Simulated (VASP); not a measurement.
OSZICAR of a VASP run on Nb (bcc):

File OSZICAR:
```
       N       E                     dE             d eps       ncg     rms          rms(c)
DAV:   1     0.117689266300E+03    0.11769E+03   -0.75186E+03  2408   0.129E+03
DAV:   2    -0.500518284135E+01   -0.12269E+03   -0.11961E+03  2566   0.448E+02
DAV:   3    -0.103623170079E+02   -0.53571E+01   -0.49819E+01  3544   0.773E+01
DAV:   4    -0.106332277759E+02   -0.27091E+00   -0.26951E+00  3392   0.164E+01
DAV:   5    -0.106453646095E+02   -0.12137E-01   -0.12131E-01  3618   0.273E+00    0.705E+00
DAV:   6    -0.102537471144E+02    0.39162E+00   -0.77783E-01  3706   0.118E+01    0.247E+00
DAV:   7    -0.102092405498E+02    0.44507E-01   -0.23691E-01  3756   0.645E+00    0.970E-01
DAV:   8    -0.102146653015E+02   -0.54248E-02   -0.12788E-02  2740   0.174E+00    0.642E-02
DAV:   9    -0.102147019080E+02   -0.36606E-04   -0.12529E-03  4218   0.421E-01    0.491E-02
DAV:  10    -0.102147223197E+02   -0.20412E-04   -0.31408E-05  2888   0.876E-02    0.156E-02
DAV:  11    -0.102147147720E+02    0.75477E-05   -0.54811E-06  2796   0.467E-02    0.251E-03
DAV:  12    -0.102147146662E+02    0.10575E-06   -0.17884E-07  2312   0.645E-03    0.119E-03
DAV:  13    -0.102147145132E+02    0.15307E-06   -0.40657E-08  1444   0.292E-03    0.389E-04
DAV:  14    -0.102147145010E+02    0.12185E-07   -0.11279E-08  1384   0.180E-03
   1 F= -.10214715E+02 E0= -.10214451E+02  d E =-.790884E-03
```

Q: Which electronic solver shows in the log?

A: It is blocked Davidson (ALGO = Normal, or the opening steps of other solvers). The INCAR had ALGO = Normal.

Q: Can the final energy be trusted as converged?

A: Self-consistency was reached. It stopped with EDIFF = 1E-7, NELM = 100 (PBE GGA, plane waves, VASP's PBE PAW potentials (set 64)).

The compound is Nb in the bcc structure. It was relaxed first.
